To take one per cent off the volume of a tantalum crystal needs a pressure of about 2 GPa, some twenty thousand atmospheres. The pressure calculated for a fixed cell is therefore a fine gauge: a small change in the volume that a calculation prefers shows up as a large number. Five runs of density functional theory on the same cell are lettered below, and their labels have to be found. A positive pressure means that the crystal, as calculated, pushes outwards and would like to expand.

Pressure of body-centred cubic tantalum in a fixed cell of 18.01 Å³/atom, from DFT with PBE, no spin polarisation or spin-orbit coupling, an 11×11×11 k mesh and Fermi-Dirac smearing of 0.05 eV. Positive pressure means compression; Ansatz's Pulay correction is taken off. Candidates, each with its plane-wave cutoff or, for Ansatz LAPW, its target basis error: Ansatz (420 eV), Quantum ESPRESSO (748 eV), VASP (520 eV), Ansatz LAPW (0.001 eV/atom), ABINIT (517 eV).

```
row  pressure (GPa)
  A           2.420
  B           2.530
  C           2.530
  D           2.390
  E           2.700
```

**(a)** An incomplete set of plane waves usually makes the calculated pressure too low. Explain why, and decide whether this rule, or the pressures themselves, can assign the letters.

*Solution.* The wave functions are built from plane waves, and the cutoff sets the highest kinetic energy among them. If the cell shrinks while the number of waves stays the same, the waves become shorter and can describe finer detail. The energy then falls a little for a reason that has to do with the basis and not with the metal. The stress counts this gain as a wish to contract, so the pressure comes out too low unless the error, known as Pulay stress, is corrected.

The rule suggests giving the lowest pressure, row D, to the candidate with the lowest cutoff among those that replace the core by a potential, Ansatz with its PAW potential at 420 eV. The size of the effect speaks against such confidence. For that run the Pulay correction was calculated and is 0.06 GPa, about a fifth of the 0.31 GPa between the lowest and the highest of the five pressures. The corrections of the other runs aren't known, and their potentials differ as well, so the rule can't put the rows in order.

The pressures alone thus leave every assignment open. Rows B and C even share the value 2.53 GPa, so exchanging their labels would change nothing that can be seen.

**(b)** A second clue is the number of electrons per atom that each run treats as states of the crystal: 37 in row C, 11 in row E and 13 in the other three. Which labels are now sure?

*Solution.* In its fifth and sixth shells tantalum has two 5s, six 5p, three 5d and two 6s electrons, which makes 13. A potential that replaces the core usually stops there. Row C also includes fourteen 4f and ten 4d electrons, and $13+14+10=37$. The 4d shell lies so deep that ordinary potentials leave it in the core, so row C is the all-electron calculation, Ansatz LAPW.

The energy levels agree with this. At the centre of the Brillouin zone, row C has states about 19 eV below the Fermi energy, where the other four rows have none. These are the 4f states, which the other runs keep frozen in the core. They lie higher in energy than the 5p states, which sit about 33 eV below the Fermi energy in those runs, but they are held closer to the nucleus and take little part in the bonding. That is why they can be frozen while 5p is not.

Row E lacks two of the usual 13 electrons. The potential recommended for tantalum in VASP treats the 5p shell explicitly but leaves the two 5s electrons in the core, so row E is VASP. This step needs knowledge of the potential; the pressure would not have given it.

Rows A, B and D remain for ABINIT, Ansatz with its PAW potential and Quantum ESPRESSO. All three treat the same 13 electrons, and their six possible orders stay open. The honest answer is two sure labels and three ambiguous ones.

**(c)** The labels are now revealed, together with three more runs. Which part of the pressure belongs to the metal as the functional describes it, which part to the choice of program and potential, and what do both mean for the size of the crystal?

The rows with their labels:

```
         program                              potentials                      basis  pressure (GPa)
Quantum ESPRESSO                 SSSP 1.3 efficiency PBE                     748 eV           2.390
          ABINIT                        JTH PAW PBE v2.0                     517 eV           2.420
          Ansatz                              Ansatz PAW                     420 eV           2.530
     Ansatz LAPW  all electron LAPW, scalar relativistic  0.001 eV/atom basis error           2.530
           JDFTx          PseudoDojo SR PBE 0.5 standard                     789 eV           2.550
          ABACUS     PseudoDojo NC SR 0.4.1 PBE standard                     789 eV           2.580
            VASP    VASP PAW PBE potentials, recommended                     520 eV           2.700
            GPAW    GPAW PAW data sets (gpaw data 1.2.1)                     600 eV           2.850
```

*Solution.* The common part is the larger one. All eight pressures are positive, with a median of 2.54 GPa, and the all-electron run gives nearly the same value. The outward push therefore doesn't come from replacing the core by a potential. The main cause is most likely a known tendency of the PBE functional, which makes the bonds in tantalum a little too long and so prefers too large a volume, whereas the cell used here has nearly the measured one. Spin-orbit coupling, which all eight runs leave out, may shift the pressure as well; its share isn't tested here. The motion of the atoms is left out too. Since tantalum expands on heating, this motion would be expected to add to the outward push, so its absence can't explain the positive sign. All eight runs also share one k mesh, a usual working value whose convergence isn't tested here, so any error from it would sit in the common part as well.

The bulk modulus $B$ turns this pressure into a volume. It is the pressure needed per relative change of volume, so for a small compression

$$\frac{V_0-V}{V}\approx\frac{p}{B},$$

where $p$ is the calculated pressure, $V$ the volume of the cell and $V_0$ the volume at which the pressure would vanish. With a rough recalled value of $B$ of 190 GPa, the median gives $2.54/190\approx0.013$. With the atoms at rest, PBE would thus like a cell about 1.3 per cent larger. An error in $B$ passes in proportion into this estimate, which no relaxed cell has tested here.

The differences between the runs are a matter of potentials, basis sets and programs. The cutoffs are usual working values, not converged limits, so some of the scatter may be plain basis error. They span 0.46 GPa, almost a fifth of the median pressure. Yet $0.46/190$ is only 0.24 per cent in volume, and a third of that, 0.08 per cent, in the lattice constant. In a metal half as stiff, the same scatter in pressure would mean twice the scatter in volume.

The labels also show how the cutoff rule misleads. Ansatz with its PAW potential has the lowest cutoff listed in the table, yet its pressure lies 0.14 GPa above that of Quantum ESPRESSO at 748 eV. A shortage of waves is an unlikely reason for the low value of Quantum ESPRESSO, since its potential is of the ultrasoft kind, made to need few of them. A cutoff has to be judged against the potential it serves: a smooth potential is well described by few waves, a hard one needs many. Cutoffs of different potentials are no common scale of quality.

The number of electrons can't be read from the pressure either. VASP lies 0.17 GPa above the all-electron run, and it is tempting to blame the frozen 5s shell. That shell may contribute, but this is a guess, and GPAW, which does treat the 5s electrons, lies higher still. Runs with 13 electrons reach from 2.39 to 2.85 GPa and enclose both the run with 11 and the run with 37.

The tie between rows B and C deserves the same caution. With its Pulay correction the Ansatz PAW run would stand at 2.59 GPa, and the exact match with LAPW would be gone. What survives is agreement within 0.06 GPa, or about 0.03 per cent in volume, between a calculation with a frozen core and one with all electrons.
